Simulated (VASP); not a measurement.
These are revTPSS meta-GGA, VASP's PBE PAW potentials (set 64) (plane waves; VASP 6.6.1) values and carry that method's errors.

The input files of a VASP run:

INCAR:
```
SYSTEM=NaI
PREC=Accurate; ENCUT=520; LREAL=F
LASPH=T
EDIFF=1E-7; NELM=100; ALGO=Normal
LMAXMIX=4; LMIXTAU=T
ISMEAR=0; SIGMA=0.05
METAGGA=RTPSS
ISIF=2
LWAVE=F; LCHARG=F
```

**POSCAR**
```
NaI
1
    0.0000000000     3.3025015804     3.3025015804
    3.3025015804     0.0000000000     3.3025015804
    3.3025015804     3.3025015804     0.0000000000
Na I
1 1
Direct
  0.0000000000   0.0000000000   1.0000000000
  0.5000000000   0.5000000000   0.5000000000
```

File KPOINTS:
```
Automatic mesh
0
Gamma
7 7 7
0 0 0
```

POTCAR, in this order: Na_pv I (PBE.64 set). Program: vasp_std.

Output

### OUTCAR
```
 ion  position               nearest neighbor table
   1  0.000  0.000  0.000-
   2  0.500  0.500  0.500-
  LATTYP: Found a face centered cubic cell.
 ALAT       =     6.6050031608
 Subroutine PRICEL returns:
 Original cell was already a primitive cell.
 Subroutine GETGRP returns: Found 48 space group operations
The static configuration has the point symmetry O_h .
The dynamic configuration has the point symmetry O_h .
 Subroutine INISYM returns: Found 48 space group operations
 Subroutine IBZKPT returns following result:
 Found     20 irreducible k-points:

 Following reciprocal coordinates:
            Coordinates               Weight
  0.000000  0.000000  0.000000      1.000000
  0.142857  0.000000  0.000000      8.000000
  0.285714  0.000000  0.000000      8.000000
  0.428571  0.000000  0.000000      8.000000
  0.142857  0.142857  0.000000      6.000000
  0.285714  0.142857  0.000000     24.000000
  0.428571  0.142857  0.000000     24.000000
 -0.428571  0.142857  0.000000     24.000000
 -0.285714  0.142857  0.000000     24.000000
...
```

File OSZICAR:
```
       N       E                     dE             d eps       ncg     rms          rms(c)
DAV:   1     0.103420881528E+03    0.10342E+03   -0.72368E+03   440   0.124E+03
DAV:   2     0.225501034491E+02   -0.80871E+02   -0.76221E+02   484   0.282E+02
DAV:   3     0.147903487057E+02   -0.77598E+01   -0.76537E+01   550   0.911E+01
DAV:   4     0.144661735783E+02   -0.32418E+00   -0.32383E+00   555   0.173E+01
DAV:   5     0.144572717790E+02   -0.89018E-02   -0.89010E-02   533   0.314E+00    0.187E+00
DAV:   6     0.130981257897E+02   -0.13591E+01   -0.34111E+00   440   0.314E+01    0.115E+00
DAV:   7     0.132173408160E+02    0.11922E+00   -0.38285E-01   512   0.102E+01    0.651E-01
DAV:   8     0.130881758114E+02   -0.12917E+00   -0.13620E-01   452   0.449E+00    0.268E-01
DAV:   9     0.130592556440E+02   -0.28920E-01   -0.59620E-03   479   0.103E+00    0.230E-01
DAV:  10     0.130693678133E+02    0.10112E-01   -0.12242E-02   449   0.161E+00    0.818E-02
DAV:  11     0.130535598707E+02   -0.15808E-01   -0.85960E-03   449   0.103E+00    0.817E-02
DAV:  12     0.130533383286E+02   -0.22154E-03   -0.26294E-04   476   0.171E-01    0.816E-02
DAV:  13     0.130533291600E+02   -0.91686E-05   -0.36785E-06   533   0.222E-02    0.932E-02
DAV:  14     0.130532771466E+02   -0.52013E-04   -0.13923E-04   452   0.126E-01    0.118E-02
DAV:  15     0.130532129768E+02   -0.64170E-04   -0.27731E-05   455   0.740E-02    0.142E-02
DAV:  16     0.130532066242E+02   -0.63526E-05   -0.53784E-06   473   0.295E-02    0.127E-02
DAV:  17     0.130532058283E+02   -0.79593E-06   -0.66035E-07   482   0.126E-02    0.104E-02
DAV:  18     0.130532052787E+02   -0.54961E-06   -0.55241E-07   464   0.860E-03    0.409E-03
DAV:  19     0.130532047836E+02   -0.49510E-06   -0.30619E-07   452   0.744E-03    0.143E-03
DAV:  20     0.130532047554E+02   -0.28102E-07   -0.10424E-07   455   0.574E-03
   1 F= 0.13053205E+02 E0= 0.13053205E+02  d E =-.341392E-15
```

File OUTCAR:
```
------------------------ aborting loop because EDIFF is reached ----------------------------------------
  FORCE on cell =-STRESS in cart. coord.  units (eV):
  Direction    XX          YY          ZZ          XY          YZ          ZX
  --------------------------------------------------------------------------------------
  Total       -0.3404860     -0.3404860     -0.3404860      0.0000000      0.0000000      0.0000000
  in kB       -7.5726989     -7.5726989     -7.5726989      0.0000000      0.0000000      0.0000000
  external PRESSURE =      -7.5726989 kB  Pullay stress =       0.0000000 kB
  volume of cell :       72.04
      direct lattice vectors                 reciprocal lattice vectors
     0.000000000  3.302501580  3.302501580    -0.151400382  0.151400382  0.151400382
     3.302501580  0.000000000  3.302501580     0.151400382 -0.151400382  0.151400382
     3.302501580  3.302501580  0.000000000     0.151400382  0.151400382 -0.151400382
  FREE ENERGIE OF THE ION-ELECTRON SYSTEM (eV)
  ---------------------------------------------------
  free  energy   TOTEN  =        13.0532047554 eV

  energy  without entropy=       13.0532047554  energy(sigma->0) =       13.05320476
```
(Selected blocks of OUTCAR.)

The compound is NaI in the rock salt structure. This cell is one point of a volume scan, at 1.06 of the reference volume.
